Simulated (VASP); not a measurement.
Input:

```xyz
2
Lattice="0.0000 2.6524 2.6524 2.6524 0.0000 2.6524 2.6524 2.6524 0.0000" Properties=species:S:1:pos:R:3 pbc="T T T"
Mn     0.0000     2.6524     2.6524
Si     1.3262     1.3262     1.3262
```
Starting moments (μB, in the order of the record's atoms Mn Si): 2.6 -0.2.

The numbers are results of PBEsol GGA, VASP's PBE PAW potentials (set 64) (plane waves; VASP), not measurements. Run with 400 eV cut-off, 13×13×13 Γ-centred mesh, tetrahedra with Blöchl corrections, potentials Mn_pv Si.

Tabulate the total density of states (states/eV per cell) against energy (eV; zero at the valence-band maximum or, without a gap, the Fermi level).

| E (eV) | DOS (states/eV) |
|---|---|
| -9.98 | 0.00 |
| -9.38 | 0.05 |
| -8.90 | 0.24 |
| -8.30 | 0.41 |
| -7.70 | 0.65 |
| -7.22 | 1.23 |
| -6.62 | 1.46 |
| -6.02 | 0.00 |
| -5.54 | 0.00 |
| -4.94 | 0.00 |
| -4.34 | 0.00 |
| -3.86 | 0.53 |
| -3.26 | 1.35 |
| -2.66 | 4.18 |
| -2.18 | 1.88 |
| -1.58 | 5.63 |
| -0.98 | 2.50 |
| -0.50 | 0.73 |
| 0.10 | 1.39 |
| 0.70 | 2.89 |
| 1.18 | 2.22 |
| 1.78 | 1.43 |
| 2.38 | 1.27 |
| 2.86 | 1.35 |
| 3.46 | 1.10 |
Within 2 eV below the Fermi level the largest weight inside VASP's projection spheres is Mn d.

The structure was generated: MnSi was put into the zinc blende type (F-43m), which need not be its known phase. It was relaxed first, which changed the volume by -22 %.
